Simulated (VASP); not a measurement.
A convergence study with VASP on Au (space group Fm-3m): one setting is varied, all else stays as given below, so the limit is that of these other settings.

```
CELL_PARAMETERS angstrom
      0.00000     2.03388     2.03388
      2.03388     0.00000     2.03388
      2.03388     2.03388     0.00000
ATOMIC_POSITIONS crystal
  Au 0.00000 0.00000 0.00000
```

Level of theory: PBEsol GGA, VASP's PBE PAW potentials (set 64) (plane waves; VASP). The tightest run used: 300 eV cut-off, 22×22×22 Γ-centred mesh, Fermi-Dirac smearing of 0.10 eV, potentials Au.

```tsv
setting	E (eV/atom)	pressure (GPa)	irreducible k-points
2×2×2 mesh	-0.4599	49.35	3
3×3×3 mesh	-4.3359	-4.79	4
4×4×4 mesh	-3.7193	3.80	8
5×5×5 mesh	-4.0412	-0.05	10
6×6×6 mesh	-3.8595	2.47	16
7×7×7 mesh	-3.9832	0.72	20
8×8×8 mesh	-3.8897	1.99	29
```

### Question
These are the cheaper rows. Estimate the results at 22×22×22 mesh, and how far the last row shown lies from them.

### Answer

```tsv
quantity	tightest run	last row shown is off by
E (eV/atom)	-3.9310	0.0413
pressure (GPa)	1.04	0.95
```

Left out are rungs that failed or repeat a setting and relaxations that didn't move; long series are thinned to 24 rows.

The structure is a typed Au crystal (space group no. 225). The cell was not relaxed at this level.
